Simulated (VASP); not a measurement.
Here is the system:

```
TiSi2
1.0
    0.00000     4.14593     4.29231
    2.40600     0.00000     4.29231
    2.40600     4.14593     0.00000
Ti Si
2 4
Direct
  0.50000   0.50000   0.50000
  0.75000   0.75000   0.75000
  0.83743   0.16257   0.83743
  0.16257   0.83743   0.16257
  0.41257   0.08743   0.41257
  0.08743   0.41257   0.08743
```

The numbers are results of PBE GGA, VASP's PBE PAW potentials (set 64) (plane waves; VASP), not measurements. Settings: 300 eV cut-off, 7×7×7 Γ-centred mesh, Gaussian smearing of 0.27 eV, potentials Ti_sv Si.

At this cut-off the stress carries a Pulay error, which pulls relaxed volumes low.

Predict the energy per atom (σ→0), pressure, band gap (on the k-mesh) with the smallest direct gap where there is one.

| Item | Result |
|---|---|
| band gap (on the k-mesh) | none (metal, semimetal or under 0.01 eV) |
| energy per atom (σ→0) | -6.775 eV/atom |
| pressure | -1.15 GPa |

Total energies compare only between runs with the same potentials, cut-off and functional.

The structure comes from a computed database's TiSi2 entry; how it stands against other phases isn't given here. The cell was not relaxed at this level.
